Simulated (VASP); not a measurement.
Here is the system:

```yaml
crystal:
  lattice:
    - [-1.62309, 1.62309, 1.62309]
    - [1.62309, -1.62309, 1.62309]
    - [1.62309, 1.62309, -1.62309]
  atoms:
    - { symbol: Nb, position: [0.00000, 0.00000, 0.00000] }
```

Level of theory: LDA (Ceperley-Alder, Perdew-Zunger), VASP's LDA PAW potentials (set 64) (plane waves; VASP 6.6.1). Run with 520 eV cut-off, Gaussian smearing of 0.050 eV, potentials Nb_sv.

**Question.** Give the energies of bands 5 to 9 at the high-symmetry points, in eV from the Fermi level.

**Answer.** 
| band | Γ | H | N | P |
|---|---|---|---|---|
| 5 | -6.00 | -4.04 | -3.94 | -1.10 |
| 6 | 0.33 | -4.04 | -1.83 | -1.10 |
| 7 | 0.33 | 5.99 | 2.63 | -1.10 |
| 8 | 0.33 | 5.99 | 3.48 | 4.35 |
| 9 | 3.41 | 5.99 | 4.20 | 4.35 |

It has no gap at this level: it comes out as a metal or semimetal.

The compound is Nb in the bcc structure. It was relaxed first.
